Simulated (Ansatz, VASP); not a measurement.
# Cross-check of GaSb between VASP and Ansatz, part 2 of 2

One calculation is typed for both programs; each brings its own data sets. How far apart do they land? The cell is taken from a series of runs on this material, whose earlier steps may have relaxed, scaled, displaced or heated it; both programs get it as it stands.

VASP 6.6.1 and Ansatz 0.2.0.

So far: Set-up; VASP: G0W0 gap, r2SCAN, DFT+U.

## (3) Ansatz: G0W0 gap, r2SCAN, DFT+U

Level of this step: Ansatz beside VASP: Kohn-Sham DFT, plane waves, r2SCAN, DFT+U (Ansatz).

Ansatz runs on its PAW soft_1 files.

The same cell, functional and mesh now go to Ansatz, which takes its cutoff from its data sets.

input.yaml reads:

```yaml
crystal:
  lattice:
    - [0.0, 3.059, 3.059]
    - [3.059, 0.0, 3.059]
    - [3.059, 3.059, 0.0]
  atoms:
    - { symbol: Ga, position: [0.0, 0.0, 0.0] }
    - { symbol: Sb, position: [0.25, 0.25, 0.25] }
kpoints:
  mp_grid: { grid: [6, 6, 6] }
hamiltonian:
  xc: r2scan
  hubbard:
    projectors: ortho-atomic
    sites: [{ species: Ga, l: d, u_eff: 10.0 }]
  pseudopotentials: { kind: paw, azcp: { folder: soft_1 } }
scf:
  occupations: { method: fixed }
gw:
  n_empty_bands: 238
  ecut_chi: 150.0
  qp_bands: [v2, c2]
  qp_kpoints: band_edges
  screening: { model: contour_deformation }
```

Run with:

```console
$ ansatz run input.yaml --threads 3 --pin off --max-ram 92160MiB --backend cuda --events-out ev --progress --plain --runs-dir out --devices 1 --max-vram 13GiB
```

Numbers of over 12 decimals in the logs are rounded to 6 here.

What it wrote:

```text
GPUs: using 1 of 1 available (devices: 1).
Engine: ansatz 0.2.0, x86_64-unknown-linux-gnu
Pseudopotentials: kind: paw
Pseudopotential: Ga, paw, valence charge 13, recommended cutoff 500 eV (meta_gga), soft_1/Ga.paw.azcp
Pseudopotential: Sb, paw, valence charge 15, recommended cutoff 500 eV (meta_gga), soft_1/Sb.paw.azcp
Functional definition: r2SCAN
  parameter k0 = 0.174
  parameter k1 = 0.065
  parameter a1 = 4.9479
  exchange = r2scan_x(k0 = k0, k1 = k1, a1 = a1)
  correlation = r2scan_c
device memory: the entry about to start is reckoned to put 0.8 GiB on a device that reports 63.0 GiB free (of which the cap on the GPU budget leaves the run 13.0 GiB)
GPU FFT provider: cuFFT
GPU libraries: cuBLAS 13.8.2, cuFFT 12.4.0, cuSOLVER 12.3.4
Crystal: 2 atoms, lattice volume = 57.249 Å³
Basis set: ecut = 500 eV, 1459 PW (Γ), exchange–correlation on 128×128×128 points (64 copies of the dense FFT grid, shifted against one another)
Bands: 18, of which v1, the nominal top of the filled ones, is band 14 counted from 1 (13 counted from 0)
Symmetry: 24 space group operations
Space group: F-43m (ITA 216), of the structure as read, at distance tolerance 3.9e-5 Å
k-points: 16 of 216 (time reversal used)
Non-local potential: Ga, projectors of the file, l = 0: 2, l = 1: 2, l = 2: 3, l = 3: 1
Non-local potential: Sb, projectors of the file, l = 0: 2, l = 1: 2, l = 2: 2, l = 3: 1
PAW form: soft (Blöchl's): semilocal exchange-correlation on the pseudo side does not see the compensation charge
PAW frozen core: Ga, regenerated for the run's functional (the file was generated under x = pbe(κ = 0.804, μ = 0.219515), c = pbe(β = 0.066725))
PAW frozen core: Sb, regenerated for the run's functional (the file was generated under x = pbe(κ = 0.804, μ = 0.219515), c = pbe(β = 0.066725))
PAW one-centre angular grid: Ga, 590 points (default); XC on 160 Gauss nodes
PAW one-centre angular grid: Sb, 590 points (default); XC on 160 Gauss nodes
Initial density: superposition of atomic densities (chi_scale 0.1, normalization cell, long waves kept (reshape's long-wave potential 0.00 eV rms))
Initial wavefunctions: pseudopotential atomic-orbital guess
GPU buffer pool allocated for 32768 grid points (all kernels)
GPU transforms: local potential and band sums: pruned to the plane-wave sphere, on 32×32×32
Functional: x = r2scan, c = r2scan; τ floored in thin density (d = 2e-4 eV/Å³)
iter 1 solved again at ethr=1.76e-3 eV; its pass at ethr=3.10e-3 eV (dr2=4.93e-1 eV) is discarded
SCF iter   1: F=—  HF=-10289.842031 eV  |F-HF|=—  |Δ(HF+E_count)|=         —  Δρ=3.76e-2  dr2=4.96e-1  dr2_τ=4.89e-3  ethr=1.76e-3  ⟨swp⟩=1.0  Hψ=1682  notcnv=0  defer=22
preconditioner: auto → none  [insulator: Δε(μ)=0.176 eV  Ē_g=9.534 eV  n_scr=14 (ndim 8)  ℏωp=13.9 eV  f_vac=0.007  ε∞_Penn≈3.1]
SCF iter   2: F=—  HF=-10289.868419 eV  |F-HF|=—  |Δ(HF+E_count)|=   2.64e-2  Δρ=1.75e-2  dr2=8.98e-2  dr2_τ=8.95e-4  ethr=1.76e-3  ⟨swp⟩=2.7  Hψ=441  notcnv=0  defer=25
SCF iter   3: F=—  HF=-10289.895361 eV  |F-HF|=—  |Δ(HF+E_count)|=   2.69e-2  Δρ=6.73e-3  dr2=2.14e-2  dr2_τ=1.40e-4  ethr=3.21e-4  ⟨swp⟩=2.1  Hψ=600  notcnv=0  defer=27
SCF iter   4: F=—  HF=-10289.885932 eV  |F-HF|=—  |Δ(HF+E_count)|=   9.43e-3  Δρ=6.74e-4  dr2=1.17e-4  dr2_τ=3.82e-6  ethr=7.65e-5  ⟨swp⟩=2.8  Hψ=486  notcnv=0  defer=29
SCF iter   5: F=—  HF=-10289.886016 eV  |F-HF|=—  |Δ(HF+E_count)|=   8.41e-5  Δρ=2.86e-4  dr2=1.75e-5  dr2_τ=3.67e-7  ethr=4.18e-7  ⟨swp⟩=2.0  Hψ=528  notcnv=0  defer=29
SCF iter   6: F=—  HF=-10289.886021 eV  |F-HF|=—  |Δ(HF+E_count)|=   5.26e-6  Δρ=3.31e-5  dr2=4.19e-7  dr2_τ=8.03e-9  ethr=6.23e-8  ⟨swp⟩=2.0  Hψ=512  notcnv=0  defer=25
SCF iter   7: F=-10289.886021 eV  HF=-10289.886021 eV  |F-HF|=1.40e-8  |Δ(HF+E_count)|=   1.06e-7  Δρ=8.41e-6  dr2=2.14e-8  dr2_τ=4.66e-10  ethr=3.57e-10  ⟨swp⟩=6.1  Hψ=1309  notcnv=0
SCF 1 converged in 7 iterations: F = -10289.886021 eV  dr2 = 2.14e-8
  greatest PAW one-centre occupation: 0.994 electrons in one spin orbital (limit 2), on the Sb atom at site 1 (counted from 0), in its partial waves of l = 2
device memory: the entry about to start is reckoned to put 0.9 GiB on a device that reports 62.8 GiB free (of which the cap on the GPU budget leaves the run 13.0 GiB)
NSCF: frozen V_eff on 16 k-points, pencils in batches of 32, up to order 72
the band table was solved once the SCF had ended and its energy, with any forces and stress, was formed, with the checks that follow a solve (1269 applications of the Hamiltonian). They found nothing against the state; the energy, forces and stress were not computed again (output.eigenvalues in the input reference)
device memory: the entry about to start is reckoned to put 3.1 GiB on a device that reports 62.4 GiB free (of which the cap on the GPU budget leaves the run 13.0 GiB)
NSCF: frozen V_eff on 16 k-points
G₀W₀ screening: q 1/16
[... further progress lines ...]
device memory: the entry about to start is reckoned to put 0.4 GiB on a device that reports 59.5 GiB free (of which the cap on the GPU budget leaves the run 13.0 GiB)
NSCF: frozen V_eff on 1 k-points
device memory: the entry about to start is reckoned to put 0.4 GiB on a device that reports 58.9 GiB free (of which the cap on the GPU budget leaves the run 13.0 GiB)
NSCF: frozen V_eff on 1 k-points
SCF converged after 7 iterations
Free energy (F): -10289.886021 eV
Harris-Foulkes:  -10289.886021 eV  (|F-HF|=1.40e-8)
Internal energy: -10289.886021 eV  (E = F + TS)
E sigma→0 (E₀):  -10289.886021 eV
Fermi energy:    7.625040 eV
--- Per-component energies (eV) ---
  E_band       = -325.441264
  E_kinetic    = 273.742447
  E_local      = -3382.705096  (includes V_loc(G=0)·N_el)
  E_nonlocal   = 299.906143
  E_hartree    = 1735.505021
  E_xc         = -147.059408
  E_vxc        = -151.393432  (∫ρ·V_xc dr)
  E_hubbard    = 0.022092  (on-site DFT+U / exact-exchange correction)
  E_vhub       = -49.933685  (the Hubbard potential's part of the band-sum identity)
  E_paw        = -6575.231153  (= ΣΔE_a)
  E_vpaw       = -794.682001  (= ΣTr[D̂ρ^β])
  E_aug_tail   = 0.000080  (compensation charges beyond the density's cutoff)
  E_vtau       = 8.611584  (kinetic-family band-sum trace: ∫τ·v_τ [+ j·A + Jᵃ·Aᵃ] dr)
  E_ewald      = -2493.919138
  E_core_change = -0.147008  (= ΣΔE_core)
  E_smearing   = -0.000000  (= −TS)
  E_closure    = 0.000000  (closes the sum)
  Σ components = -10289.886021   (vs F -10289.886021, Δ=0.00e0)
--- Band table (eV; the first three rows and the last of 16) ---
  k-point 0: bands = [... 10 lower, -4.2824, 7.6250, 7.6250, 7.6250, 8.1209, 10.6348, 10.6348, 10.6348]
  k-point 1: bands = [... 10 lower, -3.9898, 4.9397, 7.2076, 7.2076, 8.9619, 11.2039, 11.2039, 11.9660]
  k-point 2: bands = [... 10 lower, -3.2076, 2.3284, 6.6393, 6.6393, 8.5349, 11.6847, 11.6847, 14.5597]
  k-point 15: bands = [... 10 lower, -1.6829, 0.7225, 4.3285, 4.5143, 10.4850, 10.7606, 14.1623, 14.2191]
Occupation matrices written to <dir>
--- G₀W₀: contour deformation, 8 samples at zero and on the imaginary axis and 2 off it, 216 q-points, 238 empty bands' worth ---
  eigenvalues of the whole cell's RPA ε∞ on this k-mesh (on a slab, of 1 + 4πα/V) = 51.5805, 51.5805, 51.5805; static W/v taken at q = 0 is 0.019387
  bands read: the sum over 252 bands ends inside a degenerate multiplet in 1 slot, whose members it reads at an even weight; the widest, k=4: bands 252 to 253 (counted from 1) at 1/2 each
  gw.qp_kpoints: band_edges: 8 of 16 stored k-points solved, in 1 pass; an edge of the gap read off the rows below is read off those points alone
    valence top: of the k-points left out ik 8 came nearest to being solved in a further pass, in band 14 (counted from 1, as in the quasiparticle table): it holds the edge there only if its correction is more favourable than any solved in that band by at least 0.574 eV; those differ by 0.014 eV
    conduction bottom: of the k-points left out ik 10 came nearest to being solved in a further pass, in band 15 (counted from 1, as in the quasiparticle table): it holds the edge there only if its correction is more favourable than any solved in that band by at least 0.908 eV; those differ by 0.151 eV
    ik  band        ε_KS         Σx   Σc(E_QP)       V_xc       Z   E_QP_lin       E_QP  E_QP is
     0    13      7.6250   -15.1952     0.5938   -14.2677  0.7601     7.2840     7.2914  root
     0    14      7.6250   -15.1952     0.5938   -14.2677  0.7601     7.2840     7.2914  root
     0    15      8.1209   -12.0352    -3.7820   -15.8683  0.7657     8.1721     8.1719  root
     0    16     10.6348    -7.6547    -4.0046   -11.6630  0.7512    10.6386    10.6386  root
     1    13      7.2076   -14.8943     0.6985   -13.8644  0.7571     6.8689     6.8762  root
     1    14      7.2076   -14.8943     0.6985   -13.8644  0.7571     6.8689     6.8762  root
     1    15      8.9619    -9.9525    -3.7133   -13.6756  0.7623     8.9716     8.9716  root
     1    16     11.2039    -7.7944    -4.1703   -11.9535  0.7453    11.1928    11.1928  root
     2    13      6.6393   -14.8020     0.9386   -13.5245  0.7518     6.2924     6.3004  root
     2    14      6.6393   -14.8020     0.9386   -13.5245  0.7518     6.2924     6.3004  root
     2    15      8.5349    -9.4651    -3.6219   -13.0658  0.7659     8.5138     8.5137  root
     2    16     11.6847    -7.2999    -4.3164   -11.5659  0.7410    11.6345    11.6344  root
     3    13      6.4205   -14.8094     1.0389   -13.4278  0.7496     6.0695     6.0778  root
     3    14      6.4205   -14.8094     1.0389   -13.4278  0.7496     6.0695     6.0778  root
     3    15      8.3422    -9.4937    -3.5721   -13.0353  0.7669     8.3117     8.3117  root
     3    16     11.6704    -7.0052    -4.2824   -11.2163  0.7424    11.5993    11.5990  root
     4    13      6.5632   -14.5130     0.9031   -13.2761  0.7510     6.2218     6.2295  root
     4    14      6.5632   -14.5130     0.9031   -13.2761  0.7510     6.2218     6.2295  root
     4    15      9.5201    -8.2769    -3.7089   -11.9607  0.7597     9.4950     9.4949  root
     4    16     10.6846    -9.3623    -4.1090   -13.4080  0.7522    10.6216    10.6213  root
     6    13      4.9913   -14.3001     1.4405   -12.5268  0.7292     4.6506     4.6585  root
     6    14      5.9373   -14.5867     1.2106   -13.0308  0.7435     5.5833     5.5921  root
     6    15      9.5993    -8.6911    -3.7956   -12.4349  0.7604     9.5477     9.5475  root
     6    16     11.6370    -7.3014    -4.3497   -11.5500  0.7427    11.5363    11.5359  root
     9    13      5.3780   -14.4286     1.4441   -12.6389  0.7348     5.0232     5.0323  root
     9    14      5.3780   -14.4286     1.4441   -12.6389  0.7348     5.0232     5.0323  root
     9    15      8.8158    -7.4666    -3.5204   -10.8871  0.7678     8.7162     8.7158  root
     9    16     10.0415    -6.8660    -3.9389   -10.6574  0.7624     9.8948     9.8939  root
    12    13      4.9461   -14.4291     1.6420   -12.4415  0.7272     4.5910     4.6006  root
    12    14      4.9461   -14.4291     1.6420   -12.4415  0.7272     4.5910     4.6006  root
    12    15      8.7705    -7.6259    -3.5435   -11.0743  0.7672     8.6758     8.6754  root
    12    16      9.1263    -6.4116    -3.6648    -9.8866  0.7715     8.9379     8.9365  root
```

In the SCF lines HF is the Harris–Foulkes energy and dr2 the Hartree energy of the density residual, in eV; the loop may stop once dr2 is under the threshold and the program's other checks hold. Hψ counts applications of the Hamiltonian.

## (4) Comparison

Known differences besides the potentials themselves: U acts on the PAW sphere in VASP and on atomic orbitals in Ansatz, so only states and trends compare; VASP keeps PBE cores, Ansatz makes them for the functional; fixed occupations in Ansatz, narrow Gaussian smearing in VASP; the cutoff is 500 eV in Ansatz and 430 eV in VASP; Ansatz integrates over frequency by contour deformation, VASP on a grid of NOMEGA points; Ansatz's G0W0 levels solve the quasiparticle equation, VASP's are linearised. Total energies have different zeros and are not compared.

Both answers:

```tsv
quantity	Ansatz	VASP	difference
G0W0 gap on the mesh (eV)	0.88	1.07	-0.19
Kohn-Sham gap under it (eV)	0.50	0.77	-0.28
```

## (5) What came out

```json
{
  "difference in G0W0 gap on the mesh (G0W0 gap, r2SCAN, DFT+U)": "-0.19 eV"
}
```

What this shows: The difference in G0W0 gap on the mesh is -0.19 eV (G0W0 gap, r2SCAN, DFT+U). Part of the difference in the G0W0 gap can come from VASP's linearised levels. How closely two codes agree says nothing of how well the functional describes the real material.

[Lines on the potential files, build, host, timing and source positions are cut from VASP's logs without a mark.]

[Logs are printed without paths, hosts, clocks, repeated set-up lines and the standing remarks that a program may print on its own settings, such as how far it seeks lower states.]

[Hosts, paths, dates, database ids (printed as entryN), source tags and the programs' standing remarks are cut or masked in the printed files.]
